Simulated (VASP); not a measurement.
InSb (zinc blende) relaxed at rising pressure, in one space group throughout; other phases were not tried. The pressures are those reached. Computed with LDA (Ceperley-Alder, Perdew-Zunger), VASP's LDA PAW potentials (set 64) (plane waves; VASP 6.6.1).

| P (GPa) | V (Å³/atom) | k-mesh |
|---|---|---|
| 0.05 | 33.567 | 10×10×10 |
| 4.92 | 30.825 | 7×7×7 |
| 10.01 | 28.930 | 8×8×8 |
| 20.00 | 26.408 | 8×8×8 |
| 30.00 | 24.686 | 8×8×8 |

A change of mesh leaves a small step in the series.

### Question
Fit an equation of state and predict the volume at 45.08 GPa.

### Answer
Least squares on the third-order Birch-Murnaghan form, P = (3B0/2)(y⁷ − y⁵)[1 + (3/4)(B′ − 4)(y² − 1)] with y = (V0/V)^(1/3), gives V0 = 33.589 Å³/atom, B0 = 47 GPa and B′ = 4.7, and so 22.854 Å³/atom. The run gave 22.832 Å³/atom, -0.1 % from the fit.

Pressures at which the relaxation failed are left out.

The compound is InSb in the zinc blende structure.
